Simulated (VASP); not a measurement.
# WSe2 (P6_3/mmc) in VASP: further runs, part 2 of 2

VASP 6.6.1. Earlier steps stand in the parts before.

## Step 4: Dielectric tensor, PBE

File INCAR:

```
SYSTEM = WSe2
PREC = Accurate
ENCUT = 520
EDIFF = 1E-8
ISMEAR = 0
SIGMA = 0.03
LREAL = .False.
LASPH = .True.
NELM = 80
ALGO = Normal
ISIF = 2
LWAVE = .False.
LCHARG = .False.
GGA = PE
LEPSILON = .True.
KPAR = 4
```

File KPOINTS:

```
Automatic mesh
0
Gamma
  12 12 3
  0 0 0
```

File POSCAR:

```
WSe2                                    
1.0
    3.2813445319      0.0000000000      0.0000000000
   -1.6406722659      2.8417277232      0.0000000000
    0.0000000000      0.0000000000     12.7916582910
  W               Se            
     2     4
Direct
     0.3333333332999970    0.6666666667000030    0.2500000000000000
     0.6666666667000030    0.3333333332999970    0.7500000000000000
     0.3333333332999970    0.6666666667000030    0.6181949413819581
     0.6666666667000030    0.3333333332999970    0.1181949413819581
     0.3333333332999970    0.6666666667000030    0.8818050586180419
     0.6666666667000030    0.3333333332999970    0.3818050586180419
```

Potentials or basis: VASP PAW PBE potentials, release 64 (W_sv, Se).

On the command line:

```console
> cat potpaw_PBE.64/W_sv/POTCAR potpaw_PBE.64/Se/POTCAR > POTCAR
> mpirun -np 4 vasp_std > vasp.out
```

OUTCAR:

```text
SYSTEM = WSe2
   PREC = Accurate
   ENCUT = 520
   EDIFF = 1E-8
   ISMEAR = 0
   LREAL = .False.
   LASPH = .True.
   NELM = 80
   ISIF = 2
   GGA = PE
   LEPSILON = .True.

 ion  position               nearest neighbor table
   1  0.333  0.667  0.250-   4 2.54   6 2.54   4 2.54   6 2.54   4 2.54   6 2.54
   2  0.667  0.333  0.750-   3 2.54   5 2.54   3 2.54   5 2.54   3 2.54   5 2.54
   3  0.333  0.667  0.618-   2 2.54   2 2.54   2 2.54
   4  0.667  0.333  0.118-   1 2.54   1 2.54   1 2.54
   5  0.333  0.667  0.882-   2 2.54   2 2.54   2 2.54
   6  0.667  0.333  0.382-   1 2.54   1 2.54   1 2.54

  LATTYP: Found a hexagonal cell.
 ALAT       =     3.2813445319
 C/A-ratio  =     3.8982978370

  Lattice vectors:

 A1 = (   3.2813445319,   0.0000000000,   0.0000000000)
 A2 = (  -1.6406722659,   2.8417277232,   0.0000000000)
 A3 = (   0.0000000000,   0.0000000000,  12.7916582910)

Analysis of symmetry for initial positions (statically):
=====================================================================
 Subroutine PRICEL returns:
 Original cell was already a primitive cell.

 Routine SETGRP: Setting up the symmetry group for a
 hexagonal supercell.

[... 1063 lines left out ...]
 -----------------------------------------------------------------------------
     0.00143  0.00000  0.00000           (  0.00002  0.00000  0.00000)
     0.00000  0.00143  0.00000           (  0.00000  0.00002  0.00000)
     0.00000 -0.00000 -0.00699           (  0.00000  0.00000  0.00001)

 PIEZOELECTRIC TENSOR FIELD DIRECTION 3  (C/m^2)
 -----------------------------------------------------------------------------
     0.00019  0.00000  0.00000
     0.00000  0.00019  0.00000
     0.00000 -0.00000 -0.00094

 MACROSCOPIC STATIC DIELECTRIC TENSOR (including local field effects in DFT)
 ------------------------------------------------------
          15.549889     0.000000    -0.000000
           0.000000    15.549889     0.000000
          -0.000000     0.000000     8.187711
 ------------------------------------------------------

 PIEZOELECTRIC TENSOR (including local field effects)  for field in x, y, z        (e  Angst)
          XX          YY          ZZ          XY          YZ          ZX
  --------------------------------------------------------------------------------
  x     0.00000     0.00000     0.00000     0.00000     0.00000     0.00000
  y     0.00000     0.00000     0.00000     0.00000     0.00000     0.00000
  z     0.00000     0.00000     0.00000     0.00000     0.00000     0.00000

 PIEZOELECTRIC TENSOR (including local field effects)  for field in x, y, z        (C/m^2)
          XX          YY          ZZ          XY          YZ          ZX
  --------------------------------------------------------------------------------
  x     0.00000     0.00000     0.00000     0.00000     0.00000     0.00000
  y     0.00000     0.00000     0.00000     0.00000     0.00000     0.00000
  z     0.00000     0.00000     0.00000     0.00000     0.00000     0.00000

 BORN EFFECTIVE CHARGES (including local field effects) (in |e|, cummulative output)
 ---------------------------------------------------------------------------------
 ion    1
    1    -1.24403    -0.00000     0.00000
    2    -0.00000    -1.24403     0.00000
    3     0.00000     0.00000    -0.84022
 ion    2
    1    -1.24403    -0.00000     0.00000
    2    -0.00000    -1.24403     0.00000
    3     0.00000    -0.00000    -0.84022
 ion    3
    1     0.62201     0.00000     0.00000
    2     0.00000     0.62201     0.00000
    3    -0.00000    -0.00000     0.42011
 ion    4
    1     0.62201     0.00000     0.00000
    2     0.00000     0.62201    -0.00000
    3     0.00000     0.00000     0.42011
 ion    5
    1     0.62201     0.00000     0.00000
    2     0.00000     0.62201    -0.00000
    3     0.00000     0.00000     0.42011
 ion    6
    1     0.62201     0.00000     0.00000
    2     0.00000     0.62201     0.00000
    3    -0.00000     0.00000     0.42011
```

OSZICAR:

```text
N       E                     dE             d eps       ncg     rms          rms(c)
DAV:   1     0.518613476094E+03    0.51861E+03   -0.28569E+04  2644   0.165E+03
[... 12 lines left out ...]
RMM:  10    -0.252008826101E+01    0.39408E-03    0.10701E-04  4276   0.169E-02    0.880E-04
RMM:  11    -0.252019399610E+01   -0.10574E-03   -0.61004E-05  4318   0.474E-03    0.678E-04
RMM:  12    -0.252019459684E+01   -0.60074E-06    0.20835E-05  4583   0.175E-03    0.399E-04
RMM:  13    -0.252019803472E+01   -0.34379E-05    0.44996E-05  4475   0.102E-03    0.116E-04
RMM:  14    -0.252020369988E+01   -0.56652E-05    0.29602E-05  4679   0.649E-04    0.705E-05
RMM:  15    -0.252020360345E+01    0.96428E-07    0.25579E-05  3843   0.505E-04    0.314E-05
RMM:  16    -0.252020345370E+01    0.14975E-06    0.22342E-05  3793   0.492E-04    0.251E-05
RMM:  17    -0.252020433852E+01   -0.88482E-06    0.16847E-05  2752   0.462E-04    0.684E-06
```

Run time: 4.2 min. Hardware: 4 MPI ranks of Intel Xeon 6975P-C (Granite Rapids), shared host; peak memory 0.79 GiB.

Results:

```
Band gap on the k mesh                  : 0.89 eV, indirect (least direct gap 1.56 eV)
Electronic dielectric tensor (diagonal) : 15.55, 15.55, 8.19
Born charges (mean of the diagonal)     : W -1.11; Se +0.55 e
```

Electronic dielectric tensor:
```
15.55  0.00  0.00
 0.00 15.55  0.00
 0.00  0.00  8.19
```

Born effective charge tensors (e):
atom 1, W
```
-1.24  0.00  0.00
 0.00 -1.24  0.00
 0.00  0.00 -0.84
```
atom 2, W
```
-1.24  0.00  0.00
 0.00 -1.24  0.00
 0.00  0.00 -0.84
```
atom 3, Se
```
0.62 0.00 0.00
0.00 0.62 0.00
0.00 0.00 0.42
```
atom 4, Se
```
0.62 0.00 0.00
0.00 0.62 0.00
0.00 0.00 0.42
```
atom 5, Se
```
0.62 0.00 0.00
0.00 0.62 0.00
0.00 0.00 0.42
```
atom 6, Se
```
0.62 0.00 0.00
0.00 0.62 0.00
0.00 0.00 0.42
```

Caveat: spin-orbit coupling is left out, which moves the levels of the heavy elements; an odd mesh through Γ misses points on the zone boundary, where band edges often lie; this functional lacks dispersion, which binds the layers, so the pressure and a relaxed spacing across them are unreliable.

## Step 5: Optical spectrum, PBE

INCAR: that of step 4 with these lines changed.

```diff
@@ -3,3 +3,3 @@
 ENCUT = 520
-EDIFF = 1E-8
+EDIFF = 1E-6
 ISMEAR = 0
@@ -14,3 +14,6 @@
 GGA = PE
-LEPSILON = .True.
+LOPTICS = .True.
+NBANDS = 74
+NEDOS = 1000
+CSHIFT = 0.1
 KPAR = 4
```

File KPOINTS:

```
Automatic mesh
0
Gamma
  9 9 2
  0 0 0
```

POSCAR is that of step 4.

Potentials or basis: VASP PAW PBE potentials, release 64 (W_sv, Se).

On the command line:

```console
> cat potpaw_PBE.64/W_sv/POTCAR potpaw_PBE.64/Se/POTCAR > POTCAR
> mpirun -np 4 vasp_std > vasp.out
```

OUTCAR:

```text
SYSTEM = WSe2
   PREC = Accurate
   ENCUT = 520
   EDIFF = 1E-6
   ISMEAR = 0
   LREAL = .False.
   LASPH = .True.
   NELM = 80
   ISIF = 2
   GGA = PE

 ion  position               nearest neighbor table
   1  0.333  0.667  0.250-   4 2.54   6 2.54   4 2.54   6 2.54   4 2.54   6 2.54
   2  0.667  0.333  0.750-   3 2.54   5 2.54   3 2.54   5 2.54   3 2.54   5 2.54
[... 1344 lines left out ...]
     4.81059     0.17740     0.17740    10.16190    -0.00000     0.00000    -0.00000
     6.01323    -3.26454    -3.26454    -0.62393    -0.00000     0.00000    -0.00000
[... 92 lines left out ...]
   117.85938     0.96012     0.96012     0.95975    -0.00000    -0.00000     0.00000
   119.06203     0.96095     0.96095     0.96060    -0.00000    -0.00000     0.00000

  frequency dependent IMAGINARY DIELECTRIC FUNCTION (independent particle, no local field effects) current-current
     E(ev)      X         Y         Z        XY        YZ        ZX
  --------------------------------------------------------------------------------------------------------------
     0.00000     0.00000     0.00000     0.00000     0.00000     0.00000     0.00000
     1.20265     0.00000     0.00000     0.00000     0.00000     0.00000     0.00000
     2.40529    38.38988    38.38988     8.13160     0.00000     0.00000    -0.00000
     3.60794    19.82154    19.82154     8.03563     0.00000     0.00000    -0.00000
     4.81059    10.72149    10.72149    17.39059     0.00000     0.00000    -0.00000
     6.01323     8.58624     8.58624     7.52450     0.00000     0.00000    -0.00000
[... 92 lines left out ...]
   117.85938     0.00000     0.00000     0.00000     0.00000     0.00000     0.00000
   119.06203     0.00000     0.00000     0.00000     0.00000     0.00000     0.00000

  frequency dependent      REAL DIELECTRIC FUNCTION (independent particle, no local field effects) current-current
     E(ev)        X           Y           Z          XY          YZ          ZX
  --------------------------------------------------------------------------------------------------------------
     0.00000    16.24286    16.24286    11.47840     0.00000     0.00000     0.00000
     1.20265    19.35438    19.35438    12.42313     0.00000     0.00000     0.00000
     2.40529    20.68129    20.68129    18.26020     0.00000     0.00000     0.00000
     3.60794     3.85834     3.85834    12.07323     0.00000     0.00000     0.00000
     4.81059    -0.38971    -0.38971     9.55084    -0.00000     0.00000     0.00000
     6.01323    -3.56093    -3.56093    -0.92962    -0.00000     0.00000     0.00000
[... 92 lines left out ...]
   117.85938     0.96011     0.96011     0.95976    -0.00000    -0.00000    -0.00000
   119.06203     0.96095     0.96095     0.96061    -0.00000    -0.00000    -0.00000
```

OSZICAR:

```text
N       E                     dE             d eps       ncg     rms          rms(c)
DAV:   1     0.523052764455E+03    0.52305E+03   -0.22836E+04  3624   0.687E+02
DAV:   2    -0.878224642955E+01   -0.53184E+03   -0.49973E+03  3848   0.231E+02
DAV:   3    -0.445664669232E+02   -0.35784E+02   -0.34875E+02  4148   0.642E+01
DAV:   4    -0.449848934335E+02   -0.41843E+00   -0.41788E+00  4112   0.665E+00
DAV:   5    -0.449879235004E+02   -0.30301E-02   -0.30299E-02  4112   0.569E-01    0.297E+01
DAV:   6    -0.434933649553E+02    0.14946E+01   -0.15535E+00  4132   0.759E+00    0.108E+01
DAV:   7    -0.432979124889E+02    0.19545E+00   -0.88831E-01  3714   0.387E+00    0.620E+00
DAV:   8    -0.430826451691E+02    0.21527E+00   -0.20547E-01  3854   0.241E+00    0.756E-01
DAV:   9    -0.430822490195E+02    0.39615E-03   -0.36218E-02  3980   0.585E-01    0.493E-01
DAV:  10    -0.430825575125E+02   -0.30849E-03   -0.71949E-04  4172   0.894E-02    0.225E-01
DAV:  11    -0.430826175066E+02   -0.59994E-04   -0.16323E-04  3990   0.492E-02    0.697E-02
DAV:  12    -0.430826660633E+02   -0.48557E-04   -0.42982E-05  3924   0.234E-02    0.128E-02
DAV:  13    -0.430826659971E+02    0.66178E-07   -0.37437E-06  4074   0.786E-03
   1 F= -.43082666E+02 E0= -.43082666E+02  d E =-.496377E-14
 imaginary and real dielectric function
```

It took 19 s on 4 MPI ranks of Intel Xeon 6975P-C (Granite Rapids), shared host; peak memory 0.45 GiB.

What came out:

```yaml
Free_energy: -43.0827 eV
Pressure: 3.9 GPa
Largest_force: 0.004 eV/Å
Band_gap_on_the_k_mesh: 0.99 eV, indirect (least direct gap 1.56 eV)
```

Forces in eV/Å, atoms in the order of the input:
```
W    0.000  0.000  0.000
W    0.000  0.000  0.000
Se   0.000  0.000  0.004
Se   0.000  0.000  0.004
Se   0.000  0.000 -0.004
Se   0.000  0.000 -0.004
```

Levels at points of the mesh, in eV from the valence-band top:
```tsv
k point	band 23	band 24	band 25	band 26	band 27	band 28	band 29	band 30
(0.00, 0.00, 0.00)	-1.45	-1.19	-0.95	0.00	2.62	2.62	2.67	2.67
(0.00, 0.00, 0.50)	-1.49	-1.49	-0.20	-0.20	2.62	2.62	2.62	2.62
```

Dielectric function (mean over the directions given):
| energy (eV) | real part | imaginary part |
| --- | --- | --- |
| 0.36 | 14.84 | 0.00 |
| 0.96 | 16.04 | 0.00 |
| 1.68 | 18.91 | 5.38 |
| 2.29 | 23.13 | 1.72 |
| 3.01 | 11.84 | 11.70 |
| 3.73 | 6.82 | 12.75 |
| 4.33 | 4.26 | 18.73 |
| 5.05 | 2.55 | 17.68 |
| 5.65 | -3.25 | 17.69 |
| 6.37 | -2.62 | 11.02 |
| 7.10 | -0.98 | 7.57 |
| 7.70 | -1.60 | 9.12 |
| 8.42 | -2.29 | 7.59 |
| 9.14 | -1.42 | 2.59 |
| 9.74 | -0.58 | 4.90 |
| 10.46 | -1.78 | 5.47 |
| 11.06 | -3.02 | 3.00 |
| 11.79 | -2.47 | 4.84 |
| 12.51 | -1.90 | 2.47 |
| 13.11 | -1.77 | 2.05 |
| 13.83 | -1.31 | 2.08 |
| 14.55 | -1.66 | 1.99 |
| 15.15 | -1.28 | 1.05 |
| 15.87 | -1.12 | 1.12 |
| 16.48 | -1.14 | 0.80 |
| 17.20 | -0.95 | 0.69 |
| 17.92 | -0.74 | 0.72 |
| 18.52 | -0.69 | 0.29 |
| 19.24 | -0.40 | 0.44 |
| 19.96 | -0.28 | 0.32 |

Caveat: spectra need much finer meshes, so this one isn't converged; independent-particle spectra lack excitons; spin-orbit coupling is left out, which moves the levels of the heavy elements; an odd mesh through Γ misses points on the zone boundary, where band edges often lie; this functional lacks dispersion, which binds the layers, so the pressure and a relaxed spacing across them are unreliable.

## Step 6: The runs side by side

```csv
task,level,spin,k mesh,monkhorst-Pack mesh,gap on the mesh (eV)
band structure,TB-mBJ,off,9 × 9 × 2,-,1.15
band structure,TB-mBJ,"SOC, no magnetisation",9 × 9 × 2,-,-
dielectric tensor,PBE,off,12 × 12 × 3,no,0.89
optical spectrum,PBE,off,9 × 9 × 2,-,0.99
```

Alike in all rows: potentials or basis VASP PAW PBE potentials, release 64 (W_sv, Se); cell as given; cutoff (eV) 520; smearing gaussian 0.03 eV.

On the cell as given the gap runs from 0.89 eV (PBE) to 1.03 eV (TB-mBJ); the meshes differ, which moves gaps too.

Caveats: spin-orbit coupling is left out, which moves the levels of the heavy elements (some runs); the PAW data sets were made with another functional, which shifts forces and pressure a little (some runs); an odd mesh through Γ misses points on the zone boundary, where band edges often lie (some runs); this functional lacks dispersion, which binds the layers, so the pressure and a relaxed spacing across them are unreliable (some runs); the mesh misses the band edges, which the band path finds closer together (some runs); spectra need much finer meshes, so this one isn't converged (some runs); independent-particle spectra lack excitons (some runs).

Total energies depend on the potentials used, so only differences within one code and one set of settings carry meaning.

## Step 7: Against experiment

Step 2. A measured gap of WSe2 is 1.3 eV (indirect; “Time-resolved XUV ARPES with tunable 24–33 eV laser pulses at 30 meV resolution”, 2019, pmc:6684652); the calculated 1.03 eV misses it by -0.27 eV. Spin-orbit coupling on Se, W is left out. The value is that of TB-mBJ, without temperature or zero-point motion.

Step 4. The gap isn't set beside the deposited one, since this odd mesh misses points on the zone boundary.

Step 5. The gap isn't set beside the deposited one, since this odd mesh misses points on the zone boundary.
